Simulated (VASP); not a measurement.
Data:

```yaml
crystal:
  lattice:
    - [0.00000, 2.38883, 2.38883]
    - [2.46271, 0.00000, 2.38883]
    - [2.46271, 2.38883, 0.00000]
  atoms:
    - { symbol: Gd, position: [0.00000, 0.00000, 0.00000] }
    - { symbol: N, position: [0.50000, 0.50000, 0.50000] }
```

Level of theory: PBEsol GGA, VASP's PBE PAW potentials (set 64) (plane waves; VASP). Run with 600 eV cut-off, 12×12×12 Γ-centred mesh, first-order Methfessel-Paxton smearing of 0.10 eV, potentials Gd_3 N.

The 4f electrons are frozen in the core of the lanthanide potential, so 4f levels, which can set the real gap, and their magnetism are missing.

Q: Give the stress tensor in GPa (positive for a compressed cell).

A: 
```
 4.70   0.00   0.00
 0.00  15.41   0.00
 0.00   0.00  15.41
```
The pressure is its mean diagonal, 11.84 GPa.

The compound is GdN in the rock salt structure. This cell was strained or had an atom moved on purpose.
